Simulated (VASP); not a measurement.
Computed with PBEsol GGA, VASP's PBE PAW potentials (set 64) (plane waves; VASP).

VASP input:

File KPOINTS:
```
Regular mesh
0
G
 9 9 9
0 0 0
```

INCAR:
```
ALGO  =  Normal
EDIFF  =  1E-6
EDIFFG  =  -0.02
ENCUT  =  620
GGA  =  PS
IBRION  =  2
ISIF  =  3
ISMEAR  =  0
LASPH  =  T
LCHARG  =  F
LMAXMIX  =  4
LREAL  =  F
LWAVE  =  F
NELM  =  100
NSW  =  40
PREC  =  Accurate
PSTRESS  =  450
SIGMA  =  0.05
SYSTEM  =  BBi
```

File POSCAR:
```
BBi
1
    0.0000000000     2.5323573264     2.5323573264
    2.5323573264     0.0000000000     2.5323573264
    2.5323573264     2.5323573264     0.0000000000
B Bi
1 1
Direct
  0.0000000000   0.0000000000   0.0000000000
  0.2500000000   0.2500000000   0.2500000000
```

POTCAR, in this order: B Bi_d (PBE.64 set). Program: vasp_std.

Energy and stress use the plane-wave basis of the starting cell.

What does the run give for the energy per atom (σ→0), volume per atom?

```yaml
energy per atom (σ→0): -4.333 eV/atom
volume_per_atom: 15.20 Å^3/atom
```

OSZICAR:
```
...
       N       E                     dE             d eps       ncg     rms          rms(c)
DAV:   1    -0.866786813368E+01    0.26804E-01   -0.53588E-02  1130   0.504E+00    0.247E-01
DAV:   2    -0.866600925021E+01    0.18589E-02   -0.31902E-03  1105   0.134E+00    0.101E-01
DAV:   3    -0.866566654380E+01    0.34271E-03   -0.12477E-03  1323   0.760E-01    0.981E-03
DAV:   4    -0.866566956568E+01   -0.30219E-05   -0.39495E-05   980   0.697E-02    0.614E-03
DAV:   5    -0.866567409901E+01   -0.45333E-05   -0.10268E-05  1218   0.507E-02    0.356E-03
DAV:   6    -0.866567402916E+01    0.69848E-07   -0.87264E-07   495   0.195E-02
   4 F= -.12522918E+00 E0= -.12522918E+00  d E =-.103055E+00
```

The structure was generated: BBi was put into the zinc blende type (F-43m), which need not be its known phase. This run relaxes it under an external pressure of 45 GPa. Symmetry was kept, so distortions that lower it aren't found.
